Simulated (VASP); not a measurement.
The system is InSb.

```
In Sb
1.0
     0.00000    3.31661    3.31661
     3.31661    0.00000    3.31661
     3.31661    3.31661    0.00000
In Sb
1 1
Direct
  0.00000 0.00000 0.00000
  0.75000 0.75000 0.75000
```

The cell is a database's computed one.

```yaml
Program: VASP 6.6.1
Task: relaxation of cell and atoms
Functional: PBEsol
Potentials_or_basis: VASP PAW PBE potentials, release 64 (In_d, Sb)
Cutoff: 600 eV
k_mesh: 4 × 4 × 4
Occupations: gaussian, width 0.1 eV
Spin: no spin polarisation
```

At the start: pressure -1.5 GPa; volume 36.48 Å³/atom.

Problem. Where does the relaxation end?

Solution. Over 3 steps the energy falls by 6.9 meV/atom and the volume is 35.07 Å³/atom (-3.9 %); space group F-43m (No. 216, to 0.05 Å).

The path:
```csv
step,energy change (eV),largest force (eV/Å),pressure (GPa),volume (Å³)
1,0.0000,0.0000,-1.50,72.96
2,-0.0127,0.0000,0.45,69.41
3,-0.0137,0.0000,0.00,70.14
```

Final structure:
```
CELL_PARAMETERS angstrom
0.00000 3.27329 3.27329
3.27329 0.00000 3.27329
3.27329 3.27329 0.00000
ATOMIC_POSITIONS crystal
In 0.00000 0.00000 0.00000
Sb 0.75000 0.75000 0.75000
```

Caveat: the k mesh is coarse (spacing up to 0.41 Å⁻¹), so the values aren't converged; the PAW data sets were made with another functional, which shifts forces and pressure a little.
